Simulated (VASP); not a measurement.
These are LDA (Ceperley-Alder, Perdew-Zunger) with spin-orbit coupling, VASP's LDA PAW potentials (set 64) (plane waves; VASP) values and carry that method's errors.

VASP ran on this input.

File KPOINTS_OPT:
```
k-points along high-symmetry lines
8
Line-mode
Reciprocal
  0.000000   0.000000   0.000000 ! GAMMA
 -0.500000  -0.500000   0.000000 ! X

 -0.500000  -0.500000   0.000000 ! X
 -0.375000  -0.375000   0.250000 ! U

 -0.375000  -0.000000   0.375000 ! K
  0.000000   0.000000   0.000000 ! GAMMA

  0.000000   0.000000   0.000000 ! GAMMA
 -0.000000  -0.000000   0.500000 ! L

 -0.000000  -0.000000   0.500000 ! L
 -0.500000  -0.250000   0.250000 ! W

 -0.500000  -0.250000   0.250000 ! W
 -0.500000  -0.500000   0.000000 ! X
```

**INCAR**
```
# general
SYSTEM     = InAs
PREC       = Accurate
ENCUT      = 400
LREAL      = F
LASPH      = T

# electronic loop
EDIFF      = 1E-6
NELM       = 100
ALGO       = Normal
LMAXMIX    = 4

# smearing
ISMEAR     = 0
SIGMA      = 0.05

# functional
GGA_COMPAT = F

# spin
MAGMOM     = 0 0 0 0 0 0
LSORBIT    = T

# output
LWAVE      = F
LCHARG     = F
```

POSCAR:
```
InAs
1
    0.0000000000     3.0159854665     3.0159854665
    3.0159854665     0.0000000000     3.0159854665
    3.0159854665     3.0159854665     0.0000000000
In As
1 1
Direct
  0.0000000000   0.0000000000   0.0000000000
  0.2500000000   0.2500000000   0.2500000000
```

File KPOINTS:
```
Automatic mesh
0
Gamma
10 10 10
0 0 0
```

POTCAR, in this order: In_d As (LDA.64 set). Program: vasp_ncl.

Output

**OSZICAR**
```
       N       E                     dE             d eps       ncg     rms          rms(c)
DAV:   1     0.137793691081E+03    0.13779E+03   -0.70355E+03  3796   0.128E+03
DAV:   2     0.424090966228E+01   -0.13355E+03   -0.12959E+03  3902   0.334E+02
DAV:   3    -0.887200404686E+01   -0.13113E+02   -0.12934E+02  4822   0.125E+02
DAV:   4    -0.937071132414E+01   -0.49871E+00   -0.49726E+00  4552   0.260E+01
DAV:   5    -0.939634902922E+01   -0.25638E-01   -0.25633E-01  5876   0.515E+00    0.482E+00
DAV:   6    -0.912090117034E+01    0.27545E+00   -0.39037E-01  5252   0.131E+01    0.265E+00
DAV:   7    -0.908527513476E+01    0.35626E-01   -0.17974E-01  5818   0.383E+00    0.794E-01
DAV:   8    -0.908165230892E+01    0.36228E-02   -0.13352E-02  5542   0.175E+00    0.561E-01
DAV:   9    -0.908107574984E+01    0.57656E-03   -0.18122E-03  5300   0.352E-01    0.193E-01
DAV:  10    -0.908101041478E+01    0.65335E-04   -0.76190E-04  5312   0.613E-01    0.864E-02
DAV:  11    -0.908098288403E+01    0.27531E-04   -0.13814E-04  5178   0.244E-01    0.186E-02
DAV:  12    -0.908098491922E+01   -0.20352E-05   -0.17763E-05  4854   0.406E-02    0.149E-02
DAV:  13    -0.908098454142E+01    0.37780E-06   -0.77809E-07  3080   0.983E-03
   1 F= -.90809845E+01 E0= -.90809562E+01  d E =-.566677E-04  mag=    -0.0000     0.0000     0.0000
       N       E                     dE             ncg
```

OUTCAR:
```
------------------------ aborting loop because EDIFF is reached ----------------------------------------
  FORCE on cell =-STRESS in cart. coord.  units (eV):
  Direction    XX          YY          ZZ          XY          YZ          ZX
  --------------------------------------------------------------------------------------
  Total       -0.0236002     -0.0236002     -0.0236002      0.0000000     -0.0000000      0.0000000
  in kB       -0.6891422     -0.6891422     -0.6891422      0.0000000     -0.0000000      0.0000000
  external PRESSURE =      -0.6891422 kB  Pullay stress =       0.0000000 kB
  volume of cell :       54.87
      direct lattice vectors                 reciprocal lattice vectors
     0.000000000  3.015985467  3.015985467    -0.165783292  0.165783292  0.165783292
     3.015985467  0.000000000  3.015985467     0.165783292 -0.165783292  0.165783292
     3.015985467  3.015985467  0.000000000     0.165783292  0.165783292 -0.165783292
  FREE ENERGIE OF THE ION-ELECTRON SYSTEM (eV)
  ---------------------------------------------------
  free  energy   TOTEN  =        -9.0809845414 eV

  energy  without entropy=       -9.0809278737  energy(sigma->0) =       -9.08095621

 Ion:    1  E_soc:     -0.0768412

 Ion:    2  E_soc:     -0.0277807
```
(Selected blocks of OUTCAR.)

The compound is InAs in the zinc blende structure. It was relaxed first.
